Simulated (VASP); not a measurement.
```xyz
2
Lattice="2.7216 0.0000 0.0000 0.0000 2.7216 0.0000 0.0000 0.0000 3.7731" Properties=species:S:1:pos:R:3 pbc="T T T"
Fe     0.0000     0.0000     0.0000
Pt     1.3608     1.3608     1.8865
```
Starting moments (μB, in the order of the record's atoms Fe Pt): 2.9 0.3.

Calculation: PBE GGA, VASP's PBE PAW potentials (set 64) (plane waves; VASP). Run with 500 eV cut-off, 13×13×10 Γ-centred mesh, first-order Methfessel-Paxton smearing of 0.10 eV, potentials Fe Pt.

Unless said otherwise, spin-orbit coupling is left out, though it shifts the bands of the heavy elements here.

**Question.** What does the run give for the cell moment, energy per atom (σ→0), band gap (on the k-mesh) with the smallest direct gap where there is one?

**Answer.** 
```yaml
band gap (on the k-mesh): none (metal, semimetal or under 0.01 eV)
cell_moment: 3.26 μB
energy per atom (σ→0): -7.404 eV/atom
```

**Question.** Give the moment on each site (PAW-sphere projection).

**Answer.** 
```csv
site,moment (μB)
Fe1,2.92
Pt2,0.33
```

Total energies compare only between runs with the same potentials, cut-off and functional.

The compound is FePt in the L1_0 structure. It was relaxed first.
